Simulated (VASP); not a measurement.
VASP runs on MgC2 (space group P4_2/mnm) share one base input (LDA (Ceperley-Alder, Perdew-Zunger), plane waves, VASP's LDA PAW potentials (set 64)) and change the settings named in each case.

**KPOINTS**
```
kpoints
0
gamma
  5 5 4
0 0 0
```

**INCAR**
```
SYSTEM = MgC2
PREC = Accurate
ENCUT = 400
EDIFF = 1E-6
NELM = 100
ALGO = Normal
LREAL = .FALSE.
LASPH = .TRUE.
ISMEAR = 0
SIGMA = 0.01
LWAVE = .FALSE.
LCHARG = .FALSE.
ISIF = 2
```

**POSCAR**
```
MgC2
4.9387150
  0.7922014127   0.0000000000   0.0000000000
  0.0000000000   0.7922014127   0.0000000000
  0.0000000000   0.0000000000   1.0000000000
Mg C
2 4
Direct
  0.5000000000   0.5000000000   0.0000000000
  0.0000000000   0.0000000000   0.5000000000
  0.8876600000   0.8876600000   0.0000000000
  0.1123400000   0.1123400000   0.0000000000
  0.6123400000   0.3876600000   0.5000000000
  0.3876600000   0.6123400000   0.5000000000
```

POTCAR, in this order: Mg C (LDA.64 set). Program: vasp_std.

```
change                                                                                                                                                                            E(σ→0) (eV/atom)  pressure (GPa)  largest force (eV/Å)  −TS (eV)
--------------------------------------------------------------------------------------------------------------------------------------------------------------------------------  ----------------  --------------  --------------------  --------
base run                                                                                                                                                                                   -6.8646           -3.52                 0.443    0.0000
EDIFF = 1E-09, ENCUT = 560, KPOINTS 7×7×6 Γ-centred mesh                                                                                                                                   -6.8594           -2.61                 0.427    0.0000
EDIFF = 1E-03, ENCUT = 320, KPOINTS 2×2×2 Γ-centred mesh                                                                                                                                   -6.8527           -7.64                 0.205    0.0000
ENCUT = 240, ISMEAR = 1, SIGMA = 0.272, KPOINTS 1×1×1 Γ-centred mesh                                                                                                                       -6.2323           -8.43                 3.417    0.0498
EDIFF = 1E-04, ENCUT = 320, ISMEAR = 1, SIGMA = 0.136, KPOINTS 6×6×6 Γ-centred mesh                                                                                                        -6.8740           -8.51                 0.594    0.0029
ENCUT = 200, ISMEAR = 1, SIGMA = 0.2, KPOINTS 8×8×8 Γ-centred mesh                                                                                                                         -6.9175          -31.87                 0.434    0.0081
AEXX = 0.2, AGGAC = 0.81, AGGAX = 0.72, ALDAC = 0.19, GGA = B3, HFRCUT = -1, ISYM = 3, LHFCALC = .TRUE., PRECFOCK = Fast, KPOINTS 4×4×4 Γ-centred mesh, POTCAR Mg C (PBE.64 set)           -6.9480            0.66                 0.503    0.0000
AEXX = 0.25, GGA = PE, HFSCREEN = 0.2, ISYM = 3, LHFCALC = .TRUE., PRECFOCK = Fast, KPOINTS 3×3×3 Γ-centred mesh, POTCAR Mg C (PBE.64 set)                                                 -7.1741           -0.15                 0.020    0.0000
```
 Energies of different potentials or functionals have different zeros.  At 400 eV the pressure can carry a Pulay error.

Left out are runs that ran out of time, are held back, or changed the cell or the kind of run, fixed moments of cells without a moment, rows past the twelfth, gaps on odd meshes, pressures of charged cells and columns that move by less than the noise.

The structure comes from a computed database's MgC2 entry; how it stands against other phases isn't given here. The cell was not relaxed at this level, forces remain on its atoms, its lattice was scaled by up to 2.5 %.
